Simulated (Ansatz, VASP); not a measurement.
Mg2CdSe3 in VASP and in Ansatz

```
Mg Cd Se
1.0
     4.20410    0.00000    0.00000
    -2.10205    3.64086    0.00000
     0.00000    0.00000   10.26422
Mg Cd Se
2 1 3
Direct
  0.66667 0.33333 0.33525
  0.33333 0.66667 0.66120
  0.00000 0.00000 0.00290
  0.00000 0.00000 0.25863
  0.66667 0.33333 0.58334
  0.33333 0.66667 0.90869
```

Alike in both runs: functional PBE; k mesh 6 × 6 × 4; occupations gaussian, width 0.02 eV; no spin polarisation.

Ansatz relaxed the structure, and its values are those at the end. VASP's run is a single point on that final structure, the one shown.

|  | VASP | Ansatz |
| --- | --- | --- |
| version | VASP 6.6.1 | Ansatz 0.2.0 |
| potentials or method | VASP PAW PBE potentials, release 64 (Mg, Cd, Se) | scalar-relativistic, plane waves, PAW |
| plane-wave cutoff (eV) | 520 | 420 |
| valence electrons in the cell | 34 | 88 |

|  | VASP | Ansatz | Ansatz less VASP |
| --- | --- | --- | --- |
| gap on the k mesh at the Fermi level (eV) | 1.65 | 1.65 | +0.002 |
| least direct gap on the mesh (eV) | 1.65 | 1.65 | +0.002 |
| pressure (GPa) | 3.2 | 3.2 | -0.10 |
| rms of the force components (eV/Å) | 0.012 | 0.001 | -0.0118 |

The functional is the same, so the differences come from potentials, cutoffs and numerics. The two sets of potentials don't hold the same shells in valence.

A k mesh can miss the band edges. Expect the measured gap to be larger: semilocal functionals such as PBE lack the derivative discontinuity.
